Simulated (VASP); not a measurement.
Input for VASP

### KPOINTS
```
kpoints
0
Gamma
  16 16 16
0 0 0
```

POSCAR:
```
Al
1
    0.0000000000     2.0519877809     2.0519877809
    2.0519877809     0.0000000000     2.0519877809
    2.0519877809     2.0519877809     0.0000000000
Al
1
Direct
  0.0000000000   0.0000000000   0.0000000000
```

**INCAR**
```
SYSTEM  =  Al
PREC  =  Accurate; ENCUT  =  520; LREAL  =  .FALSE.
LASPH  =  .TRUE.
EDIFF  =  1E-7; NELM  =  100; ALGO  =  Normal
ISMEAR  =  1; SIGMA  =  0.1
GGA  =  CX; LUSE_VDW  =  .TRUE.; AGGAC  =  0.0
ISIF  =  2
LWAVE  =  .FALSE.; LCHARG  =  .FALSE.
```

POTCAR, in this order: Al (PBE.64 set). Program: vasp_std.

**Question.** Write an equivalent input for Quantum ESPRESSO's pw.x.

**Answer.** One equivalent input (not run):
```
&CONTROL
  calculation = 'scf'
  pseudo_dir = './pseudo'
  outdir = './out'
  tprnfor = .true.
  tstress = .true.
/
&SYSTEM
  ibrav = 0
  nat = 1
  ntyp = 1
  ecutwfc = 40
  occupations = 'smearing'
  smearing = 'methfessel-paxton'
  degauss = 0.00735
  input_dft = 'vdw-df-cx'
/
&ELECTRONS
  conv_thr = 7.3e-09
  electron_maxstep = 100
/
ATOMIC_SPECIES
  Al 26.982 Al.upf
CELL_PARAMETERS angstrom
     0.0000000    2.0519878    2.0519878
     2.0519878    0.0000000    2.0519878
     2.0519878    2.0519878    0.0000000
ATOMIC_POSITIONS crystal
  Al   0.0000000  0.0000000  0.0000000
K_POINTS automatic
  16 16 16 0 0 0
```
What does not carry over: the potentials are each code's own (VASP's PAW set, PseudoDojo norm-conserving files in pw.x), so ENCUT and ecutwfc are chosen apart and not converted; conv_thr bounds pw.x's estimated SCF error, while EDIFF bounds the energy change between steps.

The compound is Al in the fcc structure. This cell is one point of a volume scan, at 1.06 of the reference volume.
